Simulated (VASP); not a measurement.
Crystal: ZrC.

```
CELL_PARAMETERS angstrom
0.00000 2.36314 2.36314
2.36314 0.00000 2.36314
2.36314 2.36314 0.00000
ATOMIC_POSITIONS crystal
Zr 0.00000 0.00000 0.00000
C 0.50000 0.50000 0.50000
```

Base run:

```yaml
Program: VASP 6.6.1
Functional: PBE
Potentials_or_basis: VASP PAW PBE potentials, release 64 (Zr_sv, C)
Cutoff: 520 eV
k_mesh: 7 × 7 × 7
Occupations: fermi-dirac, width 0.0324 eV
Spin: no spin polarisation
```

Its results: band gap on the k mesh none (metal or under the smearing width); pressure -2.2 GPa.

The run is repeated on the same cell with these changes: functional from PBE to RPBE; further incar settings from ALGO = Fast; EDIFF = 1e-07; NBANDS = 15 to ALGO = Normal; EDIFF = 1e-06; NBANDS = 15. What comes out?

Band gap on the k mesh none (metal or under the smearing width); pressure 1.0 GPa.

Caveats: the PAW data sets were made with another functional, which shifts forces and pressure a little (some runs).

Not every run made on this cell is shown here.
